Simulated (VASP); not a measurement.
Crystal: Ca3Lu.

```xyz
4
Lattice="5.3618 0.0000 0.0000 0.0000 5.3618 0.0000 0.0000 0.0000 5.3618" Properties=species:S:1:pos:R:3 pbc="T T T"
Lu    2.6809    2.6809    2.6809
Ca    0.0000    0.0000    2.6809
Ca    0.0000    2.6809    0.0000
Ca    2.6809    0.0000    0.0000
```

The cell comes from a database or a generator and needn't be the stable form of this composition.

```yaml
Program: VASP 6.6.1
Task: single point
Functional: PBE
Potentials_or_basis: VASP PAW PBE potentials, release 64 (Lu, Ca_sv)
Cutoff: 520 eV
k_mesh: 5 × 5 × 5
Occupations: fermi-dirac, width 0.05 eV
Spin: no spin polarisation
```

On this cell: pressure 0.0 GPa; largest force zero by symmetry; band gap on the k mesh none (metal or under the smearing width).

The same run follows on a disturbed copy (atoms moved at random, drawn with an rms of 0.05 Å):

```
Lu Ca
1.0
     5.36177    0.00000    0.00000
     0.00000    5.36177    0.00000
     0.00000    0.00000    5.36177
Lu Ca
1 3
Direct
  0.48685 0.50141 0.49961
  0.00778 0.00160 0.49064
  0.99837 0.50111 0.99592
  0.50796 0.01036 0.00176
```

What does the disturbed cell give?

The energy (extrapolated to zero smearing) moves by +5.0 meV/atom; pressure 0.0 GPa; largest force 0.245 eV/Å; band gap on the k mesh none (metal or under the smearing width).

Forces in eV/Å, atoms in the order of the input:
```
Lu   0.237  0.057 -0.022
Ca  -0.140  0.003  0.126
Ca   0.001  0.068 -0.008
Ca  -0.099 -0.128 -0.096
```
